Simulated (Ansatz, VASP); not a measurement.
**One calculation of ZnBi3, two programs**

Contents of INCAR:

```
PREC     = Accurate       # precision mode
ENCUT    = 520            # plane-wave cutoff, eV
EDIFF    = 1E-7           # SCF threshold, eV
ISMEAR   = -1             # smearing method
SIGMA    = 0.05           # smearing width, eV
LREAL    = F              # projectors in reciprocal space
LASPH    = T              # aspherical terms in the spheres
NELM     = 80             # most SCF steps
ALGO     = Normal         # electronic algorithm
ISIF     = 2              # what is computed and relaxed
LWAVE    = F              # write WAVECAR
LCHARG   = F              # write CHGCAR
GGA      = PE             # functional
NBANDS   = 36             # bands
```

KPOINTS

```
regular mesh
0
Gamma
  6 6 6
```

POSCAR

```
ZnBi3
1.0
    4.8073023588      0.0000000000      0.0000000000
    0.0000000000      4.8073023588      0.0000000000
    0.0000000000      0.0000000000      4.8073023588
Bi Zn
3 1
Direct
    0.5000000000      0.5000000000      0.0000000000
    0.5000000000      0.0000000000      0.5000000000
    0.0000000000      0.5000000000      0.5000000000
    0.0000000000      0.0000000000      0.0000000000
```

File input.yaml:

```yaml
crystal:
  lattice:
    - [4.8073023588, 0.0, 0.0]
    - [0.0, 4.8073023588, 0.0]
    - [0.0, 0.0, 4.8073023588]
  atoms:
    - { symbol: Bi, position: [0.5, 0.5, 0.0] }
    - { symbol: Bi, position: [0.5, 0.0, 0.5] }
    - { symbol: Bi, position: [0.0, 0.5, 0.5] }
    - { symbol: Zn, position: [0.0, 0.0, 0.0] }
hamiltonian:
  xc: pbe
  pseudopotentials: { kind: paw }
kpoints:
  mp_grid: { grid: [6, 6, 6] }
scf:
  occupations: { method: fermi_dirac, width: 0.05 }
output:
  forces: true
  stress: true
  eigenvalues: true
```

Change from the starting cell: volume scaled by 0.96.

Alike in both runs: task single point; functional PBE; k mesh 6 × 6 × 6; occupations fermi-dirac, width 0.05 eV; no spin polarisation.

```csv
,VASP,Ansatz
version,VASP 6.6.1,Ansatz 0.2.0
potentials or method,"VASP PAW PBE potentials, release 64 (Bi_d, Zn)",Ansatz PAW
plane-wave cutoff (eV),520,420
valence electrons in the cell,57,57
```

```tsv
	VASP	Ansatz	Ansatz less VASP
gap on the k mesh at the Fermi level (eV)	none	none	-
pressure (GPa)	2.1	2.2	+0.05
```

A gap of «none» marks a metal or a gap that the smearing closes. With one functional, cell and mesh, what is left measures potentials, basis and numerics.

Caveats: spin-orbit coupling is left out, which moves the levels of the heavy elements.
